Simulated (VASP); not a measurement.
GW runs with VASP on SiC (zinc blende), on PBE orbitals with a Kohn-Sham gap of 1.31 eV on the mesh.

```cif
data_C4Si4
_chemical_formula_sum 'Si4 C4'
_space_group_name_H-M_alt 'F-43m'
_space_group_IT_number 216
_space_group_name_Hall 'F -4 2 3'
_cell_length_a 4.36000
_cell_length_b 4.36000
_cell_length_c 4.36000
_cell_angle_alpha 90.000
_cell_angle_beta 90.000
_cell_angle_gamma 90.000
loop_
_atom_site_label
_atom_site_type_symbol
_atom_site_symmetry_multiplicity
_atom_site_Wyckoff_symbol
_atom_site_fract_x
_atom_site_fract_y
_atom_site_fract_z
_atom_site_occupancy
Si1 Si 4 a 0.00000 0.00000 0.00000 1
C1 C 4 d 0.75000 0.75000 0.75000 1
```
(The calculation used a cell of 2 atoms; values per cell refer to that cell.)

Numerical set-up: PREC = Normal, 500 eV cut-off, 4×4×4 Γ-centred mesh, Gaussian smearing of 0.010 eV, potentials Si_GW C_GW_new.

The mesh is coarse and the basis finite, so the quasiparticle values are not converged.

```json
[
 {"run": "run 1", "level": "G0W0@PBE, 1 step(s)", "NBANDS": "64", "ENCUTGW (eV)": "150", "QP gap (eV)": "2.05", "smallest direct QP gap (eV)": "5.50"},
 {"run": "run 2", "level": "G0W0@PBE, 1 step(s)", "NBANDS": "160", "ENCUTGW (eV)": "200", "QP gap (eV)": "2.18", "smallest direct QP gap (eV)": "5.57"},
 {"run": "run 3", "level": "evGW0@PBE, 4 step(s)", "NBANDS": "160", "ENCUTGW (eV)": "200", "QP gap (eV)": "___", "smallest direct QP gap (eV)": "___"}
]
```

Some entries are withheld; supply them.

- run 3, QP gap (eV): 2.33
- run 3, smallest direct QP gap (eV): 5.78

Left out are failed runs and those that VASP or the mesh makes unfit.

The compound is SiC in the zinc blende structure. The cell was not relaxed at this level.
